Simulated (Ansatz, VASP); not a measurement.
## Cross-check of HfC between VASP and Ansatz

Wanted: the spread between two codes on one cell, functional and k mesh. The cell is taken from a series of runs on this material, whose earlier steps may have relaxed, scaled, displaced or heated it; both programs get it as it stands.

Main program and level: Ansatz 0.2.0; plane waves, with VASP 6.6.1 beside it; zone-centre phonons at LDA.

### 1. Starting point

It takes space group R-3m (No. 166, trigonal). The conventional cell has a = 3.201 Å, b = 3.201 Å, c = 7.966 Å, α = 90.00°, β = 90.00°, γ = 120.00°. C has 6 Hf at 2.28 Å nearest. Nearest to Hf lie 6 C at 2.28 Å. Farther neighbours are not listed.

As a file:

```cif
data_structure
_symmetry_space_group_name_H-M 'P 1'
_symmetry_Int_Tables_number 1
_cell_length_a 3.2353
_cell_length_b 3.2353
_cell_length_c 3.2353
_cell_angle_alpha 59.301
_cell_angle_beta 59.301
_cell_angle_gamma 59.301
_cell_volume 23.57
loop_
_atom_site_label
_atom_site_type_symbol
_atom_site_fract_x
_atom_site_fract_y
_atom_site_fract_z
_atom_site_occupancy
C1 C 0.00000 0.00000 0.00000 1
Hf2 Hf 0.50000 0.50000 0.50000 1
```

### 2. VASP: zone-centre phonons, LDA

Second derivatives magnify differences that forces hide, and they need a tight electronic threshold.

Lines of VASP's logs that name or quote its potential files are left out, and so is its time.

INCAR

```
SYSTEM = HfC
PREC = Accurate
ENCUT = 600
EDIFF = 1E-08
NELM = 120
ISMEAR = 1
SIGMA = 0.2
LREAL = .FALSE.
ALGO = Normal
GGA = PW92
NBANDS = 13
LASPH = .TRUE.
LORBIT = 11
LWAVE = .FALSE.
LCHARG = .FALSE.
ISIF = 2
IBRION = 8
GGA_COMPAT = .FALSE.
KPAR = 2
```

POSCAR

```
HfC
1.0
    0.0241396285      2.2876485012      2.2876485012
    2.2876485012      0.0241396285      2.2876485012
    2.2876485012      2.2876485012      0.0241396285
C Hf
1 1
Direct
    0.0000000000      0.0000000000      0.0000000000
    0.5000000000      0.5000000000      0.5000000000
```

KPOINTS

```
Automatic mesh
0
Gamma
16 16 16
0 0 0
```

Potentials, in the order of the species: C and Hf_pv (LDA family, release 64).

Command:

```sh
$ mpirun -np 2 vasp_std
```

Numbers of over 12 decimals in the logs are rounded to 6 here.

Output:

```text
[banner, memory and clock lines left out]
running    2 mpi-ranks, on    1 nodes
 distrk:  each k-point on    1 cores,    2 groups
 distr:  one band on    1 cores,    1 groups

 POSCAR found type information on POSCAR C Hf
 POSCAR found :  2 types and       2 ions
|                                                                             |
|               ----> ADVICE to this user running VASP <----                  |
|                                                                             |
|     You enforced a specific xc type in the INCAR file but a different       |
|     [... a line on the potential file left out ...]
|     I HOPE YOU KNOW WHAT YOU ARE DOING!                                     |
|                                                                             |

 LDA part: xc-table for (Slater(with rela. corr.)+PW92), standard interpolation
 POSCAR, INCAR and KPOINTS ok, starting setup
 FFT: planning ... GRIDC
 FFT: planning ... GRID_SOFT
 FFT: planning ... GRID
 WAVECAR not read
 entering main loop
       N       E                     dE             d eps       ncg     rms          rms(c)
DAV:   1     0.237468031532E+02    0.23747E+02   -0.86055E+03 10866   0.119E+03
DAV:   2    -0.243387253953E+02   -0.48086E+02   -0.45078E+02 13669   0.222E+02
DAV:   3    -0.260060660829E+02   -0.16673E+01   -0.16579E+01 13633   0.294E+01
DAV:   4    -0.260153687931E+02   -0.93027E-02   -0.93001E-02 12063   0.260E+00
DAV:   5    -0.260154317662E+02   -0.62973E-04   -0.62972E-04 13711   0.196E-01    0.650E+01
DAV:   6    -0.229723222527E+02    0.30431E+01   -0.13679E+01 12467   0.198E+01    0.458E+01
DAV:   7    -0.229057840124E+02    0.66538E-01   -0.58700E-01 12677   0.544E+00    0.252E+01
DAV:   8    -0.228907869754E+02    0.14997E-01   -0.52802E-02 13292   0.179E+00    0.518E+00
DAV:   9    -0.228860995400E+02    0.46874E-02   -0.22732E-02 13002   0.801E-01    0.182E+00
DAV:  10    -0.228856646445E+02    0.43490E-03   -0.16367E-03 13064   0.297E-01    0.523E-02
DAV:  11    -0.228856639570E+02    0.68749E-06   -0.70942E-05 12927   0.756E-02    0.601E-02
DAV:  12    -0.228856636958E+02    0.26123E-06   -0.16804E-06 13738   0.109E-02    0.278E-02
DAV:  13    -0.228856634532E+02    0.24256E-06   -0.59691E-07 13042   0.434E-03    0.983E-04
DAV:  14    -0.228856634533E+02   -0.38654E-10   -0.18240E-08 11798   0.114E-03
   1 F= -.22885663E+02 E0= -.22885459E+02  d E =-.613806E-03
 Linear response reoptimize wavefunctions to high precision
DAV:   1    -0.228856634529E+02    0.31787E-09   -0.80022E-10  9384   0.251E-04
DAV:   2    -0.228856634529E+02    0.63665E-11   -0.10688E-10  7051   0.918E-05
 Linear response DOF=           2
 Linear response progress:
  Degree of freedom:   1/  2
       N       E                     dE             d eps       ncg     rms          rms(c)
RMM:   1    -0.124394371835E+00   -0.12439E+00    0.17083E-02 63031   0.196E+00
RMM:   2    -0.119186051483E+00    0.52083E-02   -0.36738E-03 45810   0.370E-01    0.465E-01
RMM:   3    -0.119504255642E+00   -0.31820E-03   -0.75143E-04 41938   0.157E-01    0.241E-01
RMM:   4    -0.120487086274E+00   -0.98283E-03   -0.45639E-04 42530   0.118E-01    0.387E-02
RMM:   5    -0.120483554256E+00    0.35320E-05   -0.11604E-05 47357   0.251E-02    0.113E-02
RMM:   6    -0.120483200912E+00    0.35334E-06   -0.37293E-07 51027   0.410E-03    0.436E-03
RMM:   7    -0.120471137087E+00    0.12064E-04   -0.95810E-08 49766   0.212E-03    0.278E-03
RMM:   8    -0.120474292773E+00   -0.31557E-05   -0.10884E-08 52818   0.658E-04    0.244E-04
RMM:   9    -0.120473753829E+00    0.53894E-06   -0.15453E-09 55388   0.117E-04    0.219E-04
RMM:  10    -0.120473759670E+00   -0.58417E-08   -0.48146E-09 56578   0.266E-05    0.891E-05
 first order change of Fermi-energy  -0.36050E-03
 force on displaced ion       1 direction 1 :  -9.289  -0.238  -0.238
 Linear response progress:
  Degree of freedom:   2/  2
       N       E                     dE             d eps       ncg     rms          rms(c)
RMM:   1    -0.212130203970E+00   -0.21213E+00    0.37666E+00 31755   0.118E+01
RMM:   2    -0.207432985899E+00    0.46972E-02   -0.30044E-02 44084   0.126E+00    0.560E-01
RMM:   3    -0.206780029462E+00    0.65296E-03   -0.94454E-04 54881   0.146E-01    0.230E-01
RMM:   4    -0.206318861157E+00    0.46117E-03   -0.76700E-05 59102   0.498E-02    0.140E-01
RMM:   5    -0.205919435436E+00    0.39943E-03   -0.28899E-05 59940   0.349E-02    0.139E-02
RMM:   6    -0.205915959961E+00    0.34755E-05   -0.23675E-06 59959   0.103E-02    0.656E-03
RMM:   7    -0.205925641608E+00   -0.96816E-05   -0.69720E-07 64535   0.244E-03    0.671E-03
RMM:   8    -0.205926695139E+00   -0.10535E-05   -0.51032E-06 65372   0.577E-04    0.179E-03
RMM:   9    -0.205927240337E+00   -0.54520E-06   -0.34109E-06 65390   0.285E-04    0.175E-04
RMM:  10    -0.205927554495E+00   -0.31416E-06   -0.21287E-06 64134   0.104E-04    0.842E-05
RMM:  11    -0.205927606273E+00   -0.51778E-07   -0.99557E-07 69108   0.419E-05    0.759E-05
RMM:  12    -0.205927634699E+00   -0.28426E-07   -0.52619E-07 64556   0.223E-05    0.832E-06
RMM:  13    -0.205927638514E+00   -0.38156E-08   -0.28034E-07 59677   0.146E-05    0.518E-06
RMM:  14    -0.205927640710E+00   -0.21956E-08   -0.15203E-07 50437   0.111E-05    0.576E-06
RMM:  15    -0.205927643842E+00   -0.31319E-08   -0.81454E-08 46623   0.941E-06    0.196E-06
 first order change of Fermi-energy   0.62672E-03
 force on displaced ion       2 direction 1 :  -9.286  -0.237  -0.237
 Linear response finished
```

OUTCAR, selected parts (step 2):

```text
ion  position               nearest neighbor table
   1  0.000  0.000  0.000-   2 2.28   2 2.28   2 2.28   2 2.28   2 2.28   2 2.28
   2  0.500  0.500  0.500-   1 2.28   1 2.28   1 2.28   1 2.28   1 2.28   1 2.28

  LATTYP: Found a trigonal (rhomboedric) cell.
 ALAT       =     3.2353135940
 COS(alpha) =     0.5105237351

 Subroutine GETGRP returns: Found 12 space group operations
 (whereof 12 operations were pure point group operations)

The static configuration has the point symmetry D_3d.

 Found    417 irreducible k-points:

   k-points           NKPTS =    417   k-points in BZ     NKDIM =    417   number of bands    NBANDS=     13

   dimension x,y,z NGX =    28 NGY =   28 NGZ =   28
   dimension x,y,z NGXF=    56 NGYF=   56 NGZF=   56

   ENCUT  =  600.0 eV  44.10 Ry    6.64 a.u.   6.46  6.46  6.46*2*pi/ulx,y,z

   NELECT =      14.0000    total number of electrons

 k-points in reciprocal lattice and weights: Automatic mesh
   0.00000000  0.00000000  0.00000000       0.000
   0.06250000  0.00000000  0.00000000       0.001
   0.12500000  0.00000000  0.00000000       0.001
   0.18750000  0.00000000  0.00000000       0.001
   0.25000000  0.00000000  0.00000000       0.001
   0.31250000  0.00000000  0.00000000       0.001
   0.37500000  0.00000000  0.00000000       0.001
   0.43750000  0.00000000 -0.00000000       0.001
   0.50000000  0.00000000  0.00000000       0.001
[...]
-0.43750000  0.50000000  0.43750000       0.001
   0.50000000  0.50000000  0.50000000       0.000

 average (electrostatic) potential at core
       1 -51.3479       2 -34.9194

  Total        0.6189737      0.6189737      0.6189737     -0.2823895     -0.2823895     -0.2823895
  in kB       42.0836840     42.0836840     42.0836840    -19.1995099    -19.1995099    -19.1995099
  external PRESSURE =      42.0836840 kB  Pullay stress =       0.0000000 kB

  energy-cutoff  :      600.00
  volume of cell :       23.57
      direct lattice vectors                 reciprocal lattice vectors
     0.024139628  2.287648501  2.287648501    -0.222055323  0.219736627  0.219736627
     2.287648501  0.024139628  2.287648501     0.219736627 -0.222055323  0.219736627
     2.287648501  2.287648501  0.024139628     0.219736627  0.219736627 -0.222055323

 POSITION                                       TOTAL-FORCE (eV/Angst)
 -----------------------------------------------------------------------------------
      0.00000      0.00000      0.00000         0.000000     -0.000000      0.000000
      2.29972      2.29972      2.29972        -0.000000      0.000000     -0.000000
 -----------------------------------------------------------------------------------
    total drift:                                0.000000      0.000000      0.000000

 Eigenvectors and eigenvalues of the dynamical matrix
 ----------------------------------------------------

   1 f  =   14.562325 THz    91.497784 2PiTHz  485.746862 cm-1    60.224908 meV
             X         Y         Z           dx          dy          dz
      0.000000  0.000000  0.000000    -0.558861   -0.558861   -0.558861
      2.299718  2.299718  2.299718     0.144942    0.144942    0.144942

   2 f  =   14.020216 THz    88.091613 2PiTHz  467.664053 cm-1    57.982927 meV
             X         Y         Z           dx          dy          dz
      0.000000  0.000000  0.000000     0.554343    0.210694   -0.765037
      2.299718  2.299718  2.299718    -0.143778   -0.054647    0.198425

   3 f  =   14.020216 THz    88.091613 2PiTHz  467.664053 cm-1    57.982927 meV
             X         Y         Z           dx          dy          dz
      0.000000  0.000000  0.000000    -0.563338    0.761744   -0.198406
      2.299718  2.299718  2.299718     0.146111   -0.197571    0.051460

   4 f/i=    0.000532 THz     0.003342 2PiTHz    0.017742 cm-1     0.002200 meV
             X         Y         Z           dx          dy          dz
      0.000000  0.000000  0.000000    -0.161575    0.190038   -0.028463
      2.299718  2.299718  2.299718    -0.622959    0.732699   -0.109740

   5 f/i=    0.000532 THz     0.003342 2PiTHz    0.017742 cm-1     0.002200 meV
             X         Y         Z           dx          dy          dz
      0.000000  0.000000  0.000000     0.126152    0.076852   -0.203004
      2.299718  2.299718  2.299718     0.486382    0.296308   -0.782690

   6 f/i=    0.000744 THz     0.004673 2PiTHz    0.024809 cm-1     0.003076 meV
             X         Y         Z           dx          dy          dz
      0.000000  0.000000  0.000000     0.144942    0.144942    0.144942
      2.299718  2.299718  2.299718     0.558861    0.558861    0.558861

 ELASTIC MODULI CONTR FROM IONIC RELAXATION (kBar)
 Direction    XX          YY          ZZ          XY          YZ          ZX
 --------------------------------------------------------------------------------
 XX           0.0000      0.0000      0.0000      0.0000      0.0000      0.0000
 YY           0.0000      0.0000      0.0000      0.0000      0.0000      0.0000
 ZZ           0.0000      0.0000      0.0000      0.0000      0.0000      0.0000
 XY           0.0000      0.0000      0.0000      0.0000      0.0000      0.0000
 YZ           0.0000      0.0000      0.0000      0.0000      0.0000      0.0000
 ZX           0.0000      0.0000      0.0000      0.0000      0.0000      0.0000
 --------------------------------------------------------------------------------
```

Harder data sets than Hf_pv exist (the GW ones), and pressures, volumes and forces can shift noticeably with them.

[end of part 1 of 2]

[Lines on the potential files, build, host, timing and source positions are cut from VASP's logs without a mark.]

[Logs are printed without paths, hosts, clocks, repeated set-up lines and the standing remarks that a program may print on its own settings, such as how far it seeks lower states.]

[Hosts, paths, dates, database ids (printed as entryN), source tags and the programs' standing remarks are cut or masked in the printed files.]
